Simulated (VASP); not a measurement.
VASP runs on SiRu (space group P2_13) share one base input (PBE GGA, plane waves, VASP's PBE PAW potentials (set 64)) and change the settings named in each case.

File KPOINTS:
```
Automatic mesh
0
Gamma
7 7 7
0 0 0
```

### POSCAR
```
SiRu
1
    4.7086000000     0.0000000000     0.0000000000
    0.0000000000     4.7086000000     0.0000000000
    0.0000000000     0.0000000000     4.7086000000
Si Ru
4 4
Direct
  0.1624200000   0.3375800000   0.6624200000
  0.3375800000   0.6624200000   0.1624200000
  0.6624200000   0.1624200000   0.3375800000
  0.8375800000   0.8375800000   0.8375800000
  0.8705900000   0.6294100000   0.3705900000
  0.6294100000   0.3705900000   0.8705900000
  0.3705900000   0.8705900000   0.6294100000
  0.1294100000   0.1294100000   0.1294100000
```

INCAR:
```
! general
SYSTEM  = SiRu
PREC    = Accurate
ENCUT   = 300
LREAL   = .FALSE.
LASPH   = .TRUE.

! electronic loop
EDIFF   = 1E-6   ! SCF stop (eV)
NELM    = 100
ALGO    = Normal   ! blocked Davidson
LMAXMIX = 4

! smearing
ISMEAR  = 0
SIGMA   = 0.02   ! width (eV)

! functional
GGA     = PE   ! PBE

! ions
ISIF    = 2

! output
LWAVE   = .FALSE.
LCHARG  = .FALSE.
```

POTCAR, in this order: Si Ru_pv (PBE.64 set). Program: vasp_std.

```csv
change,E(σ→0) (eV/atom),pressure (GPa),largest force (eV/Å)
base run,-7.9530,3.79,0.102
KPOINTS 1×1×1 Γ-centred mesh,-7.4465,10.15,0.711
KPOINTS 2×2×2 Γ-centred mesh,-7.9296,4.43,0.093
KPOINTS 3×3×3 Γ-centred mesh,-7.9590,3.73,0.140
KPOINTS 4×4×4 Γ-centred mesh,-7.9537,3.78,0.109
KPOINTS 5×5×5 Γ-centred mesh,-7.9530,3.80,0.102
KPOINTS 6×6×6 Γ-centred mesh,-7.9530,3.79,0.102
KPOINTS 8×8×8 Γ-centred mesh,-7.9531,3.79,0.103
KPOINTS 9×9×9 Γ-centred mesh,-7.9530,3.79,0.102
KPOINTS 11×11×11 Γ-centred mesh,-7.9530,3.79,0.102
KPOINTS 14×14×14 Γ-centred mesh,-7.9530,3.79,0.102
KPOINTS 17×17×17 Γ-centred mesh,-7.9530,3.79,0.102
SIGMA = 0.025,-7.9530,3.79,0.102
```
 Energies of different potentials or functionals have different zeros.  At 300 eV the pressure can carry a Pulay error.

Left out are runs that ran out of time, are held back, or changed the cell or the kind of run, fixed moments of cells without a moment, rows past the twelfth, gaps on odd meshes, pressures of charged cells and columns that move by less than the noise.

The structure comes from a computed database's SiRu entry; how it stands against other phases isn't given here. The cell was not relaxed at this level, forces remain on its atoms.
